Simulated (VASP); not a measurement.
**Lattice constant a of diamond and zinc-blende semiconductors: measurement against PBE**

Computed values from VASP (plane waves, PAW); cells keep the symmetry of their structure type. Static lattice, each level at its own minimum.

Here x stands for PBE a and y for measured a.

```
solid  PBE a (Å)  measured a (Å)  cut-off (eV)  basis of the measured value
-----  ---------  --------------  ------------  ---------------------------
C          3.574               ?           520    0 K, zero-point corrected
BP         4.547           4.525           520    0 K, zero-point corrected
GaP        5.506           5.439           520    0 K, zero-point corrected
AlAs       5.733           5.649           520    0 K, zero-point corrected
InP        5.959           5.858           520    0 K, zero-point corrected
InAs       6.190           6.047           520    0 K, zero-point corrected
InSb       6.635           6.468           520    0 K, zero-point corrected
```

Question: Fit y against x with a straight line, and predict the withheld value at x = 3.574.

Answer: With u = x - 5.8, the rows have u = -1.2530, -0.2940, -0.0670, 0.1590, 0.3900, 0.8350. Means: u -0.038333, y 5.6643. About the means, the sum of products is 2.3460 and the sum of squares of u is 2.5267; the slope is their ratio. Least squares gives y = 5.6999 + 0.92846·u. Residuals (row less fit): -0.0115, 0.0121, 0.0113, 0.0105, -0.0150, -0.0072; standard error 0.0141 (degrees of freedom: 4). The slope is 0.928 with a standard error of 0.0089. Before the fit, PBE less measured has mean 0.0973, mean absolute 0.0973 and median absolute 0.0925 Å over these 6 rows. At the withheld row, u = -2.2260, so y = 5.6999 + 0.92846 × (-2.2260) = 3.6331 Å. The measured value is 3.553 Å, 0.0801 Å below the prediction (2.7 % of the range of y in the table). The row lies outside the fitted rows, so this is an extrapolation. From the scatter of the fitted rows alone, a prediction at this place has a standard error of 0.0246 Å, so the miss is 3.3 times that.

Plain PBE misses this row by 0.021 Å. The rows are a random draw of 7 from the 13 solids that have both values on this basis (zero-point corrected by the source), of 26 computed in this series. Not drawn: V to Ni and open 4f shells, rows kept for tests, unfit runs, cells that left their space group, values derived or compiled from fits, values whose temperature is given only as extrapolated, encyclopaedia, home-page and unnamed sources, sources from 2025 on. Measured values as quoted by these papers, many of them computational: C Daniel Mejia-Rodriguez et al., Physical Review B (2018), arXiv:1807.09216; BP Daniel Mejia-Rodriguez et al., Physical Review B (2018), arXiv:1807.09216; GaP Daniel Mejia-Rodriguez et al., Physical Review B (2018), arXiv:1807.09216; AlAs Daniel Mejia-Rodriguez et al., Physical Review B (2018), arXiv:1807.09216; InP Daniel Mejia-Rodriguez et al., Physical Review B (2018), arXiv:1807.09216; InAs Daniel Mejia-Rodriguez et al., Physical Review B (2018), arXiv:1807.09216; InSb Daniel Mejia-Rodriguez et al., Physical Review B (2018), arXiv:1807.09216.
